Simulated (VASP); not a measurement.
Calculation: LDA (Ceperley-Alder, Perdew-Zunger), VASP's LDA PAW potentials (set 64) (plane waves; VASP).

VASP input:

**POSCAR**
```
WS2
12.320
  0.1278409091  -0.2214269481   0.0000000000
  0.1278409091   0.2214269481   0.0000000000
  0.0000000000   0.0000000000   1.0000000000
W S
2 4
direct
  0.3458470000   0.6906920000   0.2441040000
  0.6662110000   0.3282610000   0.7551230000
  0.3405230000   0.6542130000   0.8808910000
  0.6721610000   0.3255910000   0.3789880000
  0.6544080000   0.3400200000   0.1242730000
  0.3208490000   0.6612240000   0.6166210000
```

INCAR:
```
SYSTEM = WS2
PREC = Accurate
ENCUT = 300
EDIFF = 1E-6
NELM = 100
ALGO = Normal
LREAL = .FALSE.
LASPH = .TRUE.
ISMEAR = -1
SIGMA = 0.05
LMAXMIX = 6
LWAVE = .FALSE.
LCHARG = .FALSE.
ISIF = 2
```

File KPOINTS:
```
Regular mesh
0
G
 6 6 2
```

POTCAR, in this order: W_sv S (LDA.64 set). Program: vasp_std.

At this cut-off the stress carries a Pulay error, which pulls relaxed volumes low.

Task: Estimate the energy per atom (σ→0), pressure, largest force.

Result: 
The energy per atom (σ→0) is -8.682 eV/atom and the pressure comes out as -5.42 GPa. The largest force comes out as 3.257 eV/Å.

File OSZICAR:
```
...
DAV:   8    -0.520905156461E+02    0.22448E+00   -0.93572E-01  3270   0.575E+00    0.216E+00
DAV:   9    -0.520930084075E+02   -0.24928E-02   -0.87969E-02  3022   0.151E+00    0.945E-01
DAV:  10    -0.520895753345E+02    0.34331E-02   -0.14859E-02  3172   0.813E-01    0.308E-01
DAV:  11    -0.520895248457E+02    0.50489E-04   -0.18359E-03  3191   0.247E-01    0.115E-01
DAV:  12    -0.520895064537E+02    0.18392E-04   -0.19475E-04  3032   0.804E-02    0.438E-02
DAV:  13    -0.520895038866E+02    0.25671E-05   -0.40014E-05  3333   0.374E-02    0.199E-02
DAV:  14    -0.520895036291E+02    0.25754E-06   -0.74606E-06  2758   0.152E-02
   1 F= -.52089504E+02 E0= -.52089469E+02  d E =-.690268E-04
```

The structure is a typed WS2 crystal. The cell was not relaxed at this level, atoms are displaced from their ideal sites.
